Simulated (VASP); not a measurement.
Here is the system:

```
CELL_PARAMETERS angstrom
      0.00000     2.04500     2.04500
      2.04500     0.00000     2.04500
      2.04500     2.04500     0.00000
ATOMIC_POSITIONS crystal
  Ag 0.00000 0.00000 0.00000
```

Calculation: optB86b-vdW, VASP's PBE PAW potentials (set 64) (plane waves; VASP). Numerical set-up: 520 eV cut-off, 17×17×17 Γ-centred mesh, tetrahedra with Blöchl corrections, potentials Ag.

What does the run give for the energy per atom (σ→0), band gap (on the k-mesh) with the smallest direct gap where there is one?

```
Quantity                                                    Result
------------------------  ----------------------------------------
band gap (on the k-mesh)  none (metal, semimetal or under 0.01 eV)
energy per atom (σ→0)                                0.213 eV/atom
```

Only differences to runs with the same potentials and settings are physical.

The compound is Ag in the fcc structure. The cell was not relaxed at this level.
